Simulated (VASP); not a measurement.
A convergence study with VASP on TiO₂ (rutile): one setting is varied, all else stays as given below, so the limit is that of these other settings. Each run relaxes cell and ions from the cell shown.

```
TiO2
1.0
    4.59000     0.00000     0.00000
    0.00000     4.59000     0.00000
    0.00000     0.00000     2.96000
Ti O
2 4
Direct
  0.00000   0.00000   0.00000
  0.50000   0.50000   0.50000
  0.30500   0.30500   0.00000
  0.80500   0.19500   0.50000
  0.19500   0.80500   0.50000
  0.69500   0.69500   0.00000
```

Calculation: PBEsol GGA, VASP's PBE PAW potentials (set 64) (plane waves; VASP). The tightest run used: 700 eV cut-off, 8×8×11 Γ-centred mesh, Gaussian smearing of 0.050 eV, potentials Ti_sv O.

Gaps are read on the run's mesh, which can miss a band edge.

Q: The settings run are 2×2×2 mesh; 2×2×3 mesh; 3×3×4 mesh; 4×4×5 mesh; 5×5×7 mesh; 6×6×8 mesh; 7×7×9 mesh; 8×8×10 mesh; 8×8×11 mesh. From which on does the relaxed volume stay within 0.02 Å³/atom of the tightest run?

A: From 2×2×3 mesh on: it is off by 0.009 there and by no more than 0.02 in any finer run, while 2×2×2 mesh is off by 0.040.
```csv
setting,relaxed volume (Å³/atom),E (eV/atom),gap on the mesh (eV),irreducible k-points,difference judged (Å³/atom)
2×2×2 mesh,10.379,-9.2673,1.568,6,0.040
2×2×3 mesh,10.347,-9.3374,1.796,6,0.009
3×3×4 mesh,10.338,-9.3505,1.821,9,0.000
4×4×5 mesh,10.338,-9.3526,1.831,18,0.000
5×5×7 mesh,10.338,-9.3529,1.832,24,0.000
6×6×8 mesh,10.338,-9.3530,1.832,50,0.000
7×7×9 mesh,10.338,-9.3530,1.832,50,0.000
8×8×10 mesh,10.338,-9.3530,1.832,90,0.000
8×8×11 mesh,10.338,-9.3530,1.832,90,0.000
```

Left out are rungs that failed or repeat a setting and relaxations that didn't move; long series are thinned to 24 rows.

The compound is TiO2 in the rutile structure.
